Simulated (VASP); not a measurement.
All values below come from PBE GGA, VASP's PBE PAW potentials (set 64) (plane waves; VASP 6.6.1).

VASP input:

### KPOINTS
```
Regular mesh
0
gamma
  3 3 3
```

POSCAR:
```
Zr2N
1.0
  4.3965850000   0.0000000000   0.0000000000
 -2.1982920000   3.8075540000   0.0000000000
  0.0000000000   0.0000000000   5.3870240000
N Zr
2 4
Cartesian
 -0.0015032974   2.5487233418   1.3836894365
  2.2122979901   1.2837510991   4.0506757304
 -0.0323764505   0.0110571368  -0.0116575199
  0.0062959107   0.0075008814   2.6907538437
  0.0112050249   2.4976450049   4.0130689158
  2.2006602273   1.2664343435   1.3410242065
```

INCAR:
```
SYSTEM = Zr2N
PREC = Accurate
ENCUT = 400
EDIFF = 1E-6
NELM = 100
ALGO = Normal
LREAL = .FALSE.
LASPH = .TRUE.
ISMEAR = 0
SIGMA = 0.05
GGA = PE
LMAXMIX = 4
LWAVE = .FALSE.
LCHARG = .FALSE.
ISIF = 2
```

POTCAR, in this order: N Zr_sv (PBE.64 set). Program: vasp_std.

Output

### OSZICAR
```
       N       E                     dE             d eps       ncg     rms          rms(c)
DAV:   1     0.515586664872E+03    0.51559E+03   -0.28124E+04   952   0.144E+03
DAV:   2    -0.379999413249E+01   -0.51939E+03   -0.51280E+03  1082   0.444E+02
DAV:   3    -0.495991943852E+02   -0.45799E+02   -0.45022E+02  1568   0.101E+02
DAV:   4    -0.523554067376E+02   -0.27562E+01   -0.26914E+01  1440   0.220E+01
DAV:   5    -0.524721219327E+02   -0.11672E+00   -0.11521E+00  1358   0.409E+00    0.298E+01
DAV:   6    -0.491186409460E+02    0.33535E+01   -0.33715E+01  1276   0.236E+01    0.158E+01
DAV:   7    -0.486387717208E+02    0.47987E+00   -0.61598E+00  1164   0.953E+00    0.786E+00
DAV:   8    -0.486545328666E+02   -0.15761E-01   -0.67328E-01  1462   0.449E+00    0.137E+00
DAV:   9    -0.486492521543E+02    0.52807E-02   -0.38096E-01  1234   0.279E+00    0.100E+00
DAV:  10    -0.486435198103E+02    0.57323E-02   -0.85869E-02  1232   0.148E+00    0.467E-01
DAV:  11    -0.486436344526E+02   -0.11464E-03   -0.16977E-02  1278   0.811E-01    0.178E-01
DAV:  12    -0.486434806338E+02    0.15382E-03   -0.43863E-03  1280   0.395E-01    0.599E-02
DAV:  13    -0.486434369611E+02    0.43673E-04   -0.38110E-04  1256   0.112E-01    0.254E-02
DAV:  14    -0.486434340137E+02    0.29474E-05   -0.49827E-05  1424   0.338E-02    0.119E-02
DAV:  15    -0.486434337186E+02    0.29509E-06   -0.50573E-06  1064   0.136E-02
   1 F= -.48643434E+02 E0= -.48638986E+02  d E =-.889589E-02
```

### OUTCAR
```
------------------------ aborting loop because EDIFF is reached ----------------------------------------
  FORCE on cell =-STRESS in cart. coord.  units (eV):
  Direction    XX          YY          ZZ          XY          YZ          ZX
  --------------------------------------------------------------------------------------
  Total       -1.7188184     -0.9995384     -1.7468891      0.1992151      0.0222529     -0.0380351
  in kB      -30.5372638    -17.7582269    -31.0359805      3.5393405      0.3953553     -0.6757476
  external PRESSURE =     -26.4438237 kB  Pullay stress =       0.0000000 kB
  volume of cell :       90.18
      direct lattice vectors                 reciprocal lattice vectors
     4.396585000  0.000000000  0.000000000     0.227449259  0.131317871  0.000000000
    -2.198292000  3.807554000  0.000000000     0.000000000  0.262635802  0.000000000
     0.000000000  0.000000000  5.387024000     0.000000000  0.000000000  0.185631250
 POSITION                                       TOTAL-FORCE (eV/Angst)
 -----------------------------------------------------------------------------------
     -0.00150      2.54872      1.38369        -0.031936     -0.017867      0.115132
      2.21230      1.28375      4.05068        -0.045241      0.086372      0.010927
      4.36421      0.01106      5.37537         0.282895     -0.181216      0.067722
      0.00630      0.00750      2.69075        -0.001035     -0.151491     -0.185426
      0.01121      2.49765      4.01307        -0.111276      0.104830     -0.084966
      2.20066      1.26643      1.34102        -0.093406      0.159371      0.076611
 -----------------------------------------------------------------------------------
    total drift:                               -0.000058     -0.000109      0.000226
  FREE ENERGIE OF THE ION-ELECTRON SYSTEM (eV)
  ---------------------------------------------------
  free  energy   TOTEN  =       -48.6434337186 eV

  energy  without entropy=      -48.6345378308  energy(sigma->0) =      -48.63898577
```
(Selected blocks of OUTCAR.)

OUTCAR:
```
 val. band max:       11.1206327155   @ k =  -0.3333  -0.3333   0.3333

 cond. band min:      11.1829334416   @ k =   0.0000   0.3333   0.3333


 Fermi energy:        11.1241745809

 k-point     1 :       0.0000    0.0000    0.0000
  band No.  band energies     occupation
      1     -38.1270      2.00000
      2     -38.0198      2.00000
      3     -37.3207      2.00000
      4     -37.0884      2.00000
      5     -16.5639      2.00000
      6     -16.5132      2.00000
      7     -16.4793      2.00000
      8     -16.3288      2.00000
      9     -16.2079      2.00000
     10     -16.1970      2.00000
     11     -16.1534      2.00000
     12     -15.3823      2.00000
     13     -15.3783      2.00000
     14     -15.2543      2.00000
     15     -15.1998      2.00000
     16     -14.2629      2.00000
     17      -3.7383      2.00000
     18      -3.2220      2.00000
     19       5.4727      2.00000
     20       5.4992      2.00000
     21       6.3372      2.00000
     22       6.9588      2.00000
     23       6.9751      2.00000
     24       8.2890      2.00000
     25       8.4794      2.00000
     26       8.5251      2.00000
     27       8.6251      2.00000
     28       9.6928      2.00000
     29       9.7446      2.00000
     30       9.9609      2.00000
     31      12.9459      0.00000
     32      13.0562      0.00000
     33      13.1848      0.00000
     34      13.9002      0.00000

 k-point     2 :       0.3333   -0.0000    0.0000
  band No.  band energies     occupation
      1     -38.0696      2.00000
      2     -38.0242      2.00000
      3     -37.3765      2.00000
      4     -37.0868      2.00000
      5     -16.8953      2.00000
      6     -16.7068      2.00000
      7     -16.5127      2.00000
      8     -16.3423      2.00000
      9     -16.1873      2.00000
     10     -16.1403      2.00000
     11     -15.8866      2.00000
     12     -15.3954      2.00000
     13     -15.3821      2.00000
     14     -15.1364      2.00000
...
```

At this cut-off the stress carries a Pulay error, which pulls relaxed volumes low.

The structure was generated: Zr2N was put into an ordered model structure, which need not be its known phase. The cell was not relaxed at this level, atoms are displaced from their ideal sites. The k-mesh is coarse (spacing up to 0.55 per Å, 2π included), so the numbers may not be converged in it.
